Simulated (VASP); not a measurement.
VASP input:

### POSCAR
```
WSi2
1
   -1.5955512004     1.5955512004     3.8877278029
    1.5955512004    -1.5955512004     3.8877278029
    1.5955512004     1.5955512004    -3.8877278029
Si W
2 1
Direct
  0.6649677189   0.6649677189   0.0000000000
  0.3350322811   0.3350322811   0.0000000000
  0.0000000000   0.0000000000   0.0000000000
```

**KPOINTS**
```
Automatic mesh
0
Gamma
12 12 12
0 0 0
```

INCAR:
```
ALGO = Normal
EDIFF = 1E-6
EDIFFG = -0.02
ENCUT = 400
IBRION = 2
ISIF = 3
ISMEAR = 1
LASPH = .True.
LCHARG = .False.
LMAXMIX = 6
LREAL = .False.
LWAVE = .False.
NELM = 100
NSW = 60
PREC = Accurate
SIGMA = 0.1
SYSTEM = WSi2
```

POTCAR, in this order: Si W_sv (LDA.64 set). Program: vasp_std.

Problem. Translate this LDA calculation to Quantum ESPRESSO's pw.x.

Solution. One equivalent input (not run):
```
&CONTROL
  calculation = 'vc-relax'
  pseudo_dir = './pseudo'
  outdir = './out'
  tprnfor = .true.
  tstress = .true.
  nstep = 60
  forc_conv_thr = 0.00078
/
&SYSTEM
  ibrav = 0
  nat = 3
  ntyp = 2
  ecutwfc = 70
  occupations = 'smearing'
  smearing = 'methfessel-paxton'
  degauss = 0.00735
  input_dft = 'pz'
/
&ELECTRONS
  conv_thr = 7.3e-08
  electron_maxstep = 100
/
&IONS
/
&CELL
/
ATOMIC_SPECIES
  Si 28.085 Si.upf
  W 183.840 W.upf
CELL_PARAMETERS angstrom
    -1.5955512    1.5955512    3.8877278
     1.5955512   -1.5955512    3.8877278
     1.5955512    1.5955512   -3.8877278
ATOMIC_POSITIONS crystal
  Si   0.6649677  0.6649677  0.0000000
  Si   0.3350323  0.3350323  0.0000000
  W    0.0000000  0.0000000  0.0000000
K_POINTS automatic
  12 12 12 0 0 0
```
What does not carry over: the potentials are each code's own (VASP's PAW set, PseudoDojo norm-conserving files in pw.x), so ENCUT and ecutwfc are chosen apart and not converted; conv_thr bounds pw.x's estimated SCF error, while EDIFF bounds the energy change between steps; forc_conv_thr acts on force components and is met together with etot_conv_thr.

The compound is WSi2 in the MoSi2 type structure. This run relaxes it. Symmetry was kept, so distortions that lower it aren't found. The start is the result of an earlier pass.
